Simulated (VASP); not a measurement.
```
GaAs
1.0
    0.00000     2.72859     2.72859
    2.72859     0.00000     2.72859
    2.72859     2.72859     0.00000
Ga As
1 1
Direct
  0.00000   0.00000   0.00000
  0.25000   0.25000   0.25000
```

Level of theory: PBEsol GGA, VASP's PBE PAW potentials (set 64) (plane waves; VASP 6.6.1). Settings: 500 eV cut-off, 8×8×8 Γ-centred mesh, Gaussian smearing of 0.050 eV, potentials Ga_d As.

### Question
What does the run give for the energy per atom (σ→0), pressure, band gap (on the k-mesh) with the smallest direct gap where there is one?

### Answer

The band gap (on the k-mesh) is 1.13 eV and the smallest direct gap (on the k-mesh) is 1.28 eV. The energy per atom (σ→0) is -4.477 eV/atom and the pressure is 9.94 GPa.

Only differences to runs with the same potentials and settings are physical.

The structure was generated: GaAs was put into the zinc blende type (F-43m), which need not be its known phase. It was relaxed first under an external pressure of 10 GPa.
